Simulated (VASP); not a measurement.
H20CO12: single point with PBE+D3(BJ)

H20CO12:

```
O H C
1.0
     7.15309    0.00000    0.00000
     0.00000    7.15309    0.00000
     0.00000    0.00000    7.15309
O H C
12 20 1
Cartesian
  1.7596 0.3189 0.7557
  1.4999 5.8900 4.8603
  2.6716 1.7142 3.8299
  3.2987 2.8348 6.2817
  1.8670 4.0951 2.6923
  6.4153 2.6261 3.2535
  5.0108 1.5524 1.0830
  7.0826 4.6221 6.7389
  7.0490 1.8418 5.9953
  3.6728 5.3477 0.6967
  5.0212 6.9612 4.2867
  6.7874 6.2334 2.9005
  1.0527 0.7531 0.1482
  1.7028 0.8761 1.5593
  1.9983 6.7055 4.6972
  1.4569 5.5024 3.9745
  2.5860 1.9620 4.7826
  3.6336 1.5315 3.7563
  3.5000 3.7863 6.4289
  2.8767 2.7263 7.1543
  2.4902 4.6807 2.0467
  2.4174 3.3064 2.9231
  6.5646 2.2357 4.1344
  7.0530 3.3328 3.0099
  4.5208 2.0243 0.3672
  5.3755 2.1752 1.6782
  7.5767 5.2082 6.1019
  7.4939 4.7979 7.6057
  6.2799 1.6375 6.5989
  7.1595 2.8272 6.1498
  4.5869 5.5833 0.6342
  3.2571 6.2321 0.5217
  5.9097 6.5574 3.6111
```

The cell was built by a generator and needn't be a form met in nature.

```json
{
 "Program": "VASP 6.6.1",
 "Task": "single point",
 "Functional": "PBE",
 "Dispersion": "D3(BJ)",
 "Potentials or basis": "VASP PAW PBE potentials, release 64 (O, H, C)",
 "Cutoff": "520 eV",
 "k mesh": "1 × 1 × 1",
 "Occupations": "fermi-dirac, width 0.05 eV",
 "Spin": "no spin polarisation"
}
```

- Pressure: -1.3 GPa
- Largest force: 3.213 eV/Å
- Band gap on the k mesh: 4.47 eV, direct
- Dispersion energy per atom: -0.034 eV

Forces in eV/Å, atoms in the order of the input:
```
O   -1.227  1.087 -0.868
O    0.139  0.290  0.584
O    0.435 -0.288  0.097
O    0.099  0.474  0.971
O    1.561  1.781 -2.172
O   -0.591  0.306 -0.981
O   -1.049 -1.698 -2.148
O    0.008  0.063 -0.072
O   -0.458  0.376  0.530
O   -1.443  0.369 -0.173
O    0.706 -0.539 -0.346
O   -0.447 -0.210 -0.036
H    1.186 -0.719  0.683
H    0.111 -0.290  0.069
H    0.029  0.434  0.224
H    0.048 -0.821 -0.431
H    0.033  0.268 -0.215
H   -0.314 -0.052 -0.095
H    0.232  0.388 -0.673
H   -0.609 -0.725 -0.045
H   -1.462 -1.640  1.642
H   -0.234 -0.039  0.308
H    0.525  0.325  0.325
H    0.186 -0.512  0.655
H    0.148 -0.039  0.337
H    1.078  1.557  1.707
H    0.067 -0.169  0.138
H    0.015 -0.013 -0.078
H    0.501  0.002 -0.319
H    0.038 -0.358  0.127
H    1.784 -0.036  0.038
H   -0.541 -0.345  0.130
C   -0.550  0.775  0.084
```

Stress tensor (GPa, compression positive):
```
-0.90  0.22  1.30
 0.22 -1.46  1.24
 1.30  1.24 -1.67
```

Levels at points of the mesh, in eV from the valence-band top:
| k point | band 45 | band 46 | band 47 | band 48 | band 49 | band 50 | band 51 | band 52 |
| --- | --- | --- | --- | --- | --- | --- | --- | --- |
| (0.00, 0.00, 0.00) | -0.42 | -0.31 | -0.12 | 0.00 | 4.47 | 6.08 | 6.19 | 7.12 |

It took 36 s on 1 thread of Intel(R) Xeon(R) 6975P-C (Granite Rapids), on a shared host, peak memory 0.35 GiB.

Caveat: the standard files for N, O and F lose accuracy on very short bonds.
